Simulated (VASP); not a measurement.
Given:

```
CELL_PARAMETERS angstrom
      0.00000     1.98373     1.98373
      1.98373     0.00000     1.98373
      1.98373     1.98373     0.00000
ATOMIC_POSITIONS crystal
  Li 0.00000 0.00000 0.00000
  F  0.50000 0.50000 0.50000
```

Method: SCAN meta-GGA, VASP's PBE PAW potentials (set 64) (plane waves; VASP). Numerical set-up: 520 eV cut-off, 11×11×11 Γ-centred mesh, Gaussian smearing of 0.050 eV, potentials Li_sv F.

**Question.** The job: LiF (rock salt), 2 atoms, SCAN, static run, 520 eV, 11×11×11 Γ-centred mesh. Roughly how much core time does it take on a busy server core?

**Answer.** About 60 core-seconds (one run on a shared machine, a rough figure). It had 56 irreducible k-points, 9 bands, up to 440 plane waves and 19 electronic steps.

The compound is LiF in the rock salt structure. It was relaxed first.
